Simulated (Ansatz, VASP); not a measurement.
## One calculation of Be3ZnSe4, two programs

```xyz
8
Lattice="-2.6100 2.6100 5.2200 2.6100 -2.6100 5.2200 2.6100 2.6100 -5.2200" Properties=species:S:1:pos:R:3 pbc="T T T"
Be    0.0000    0.0000    5.2200
Be    0.0000    2.6100    2.6100
Be    2.6100    0.0000    2.6100
Zn    0.0000    0.0000    0.0000
Se    1.3676    1.3676   -1.3676
Se    1.2424    1.2424    3.8524
Se    1.2424   -1.2424    6.5876
Se   -1.2424    1.2424    6.5876
```

Alike in both runs: task relaxation of cell and atoms; functional PBE; k mesh 3 × 3 × 3; occupations gaussian, width 0.15 eV; no spin polarisation.

|  | VASP | Ansatz |
| --- | --- | --- |
| version | VASP 6.6.1 | Ansatz 0.2.0 |
| potentials or method | VASP PAW PBE potentials, release 64 (Be, Zn, Se) | scalar-relativistic, plane waves, PAW |
| plane-wave cutoff (eV) | 600 | 420 |
| valence electrons in the cell | 42 | 82 |

|  | VASP | Ansatz | Ansatz less VASP |
| --- | --- | --- | --- |
| gap on the k mesh at the Fermi level, each at its own relaxed structure (eV) | 2.73 | 2.73 | -0.003 |
| relaxed volume (Å³/atom) | 18.80 | 18.74 | -0.065 |
| relaxed cell length with the largest relative difference (Å) | 6.506 | 6.494 | -0.0126 |
| energy change over the relaxation (meV/atom) | -18 | -17 | +1.5 |

The two sets of potentials don't hold the same shells in valence.

Caveats: the k mesh is coarse (spacing up to 0.57 Å⁻¹), so the values aren't converged; an odd mesh through Γ misses points on the zone boundary, where band edges often lie. As with any semilocal functional, this PBE gap is likely too small.
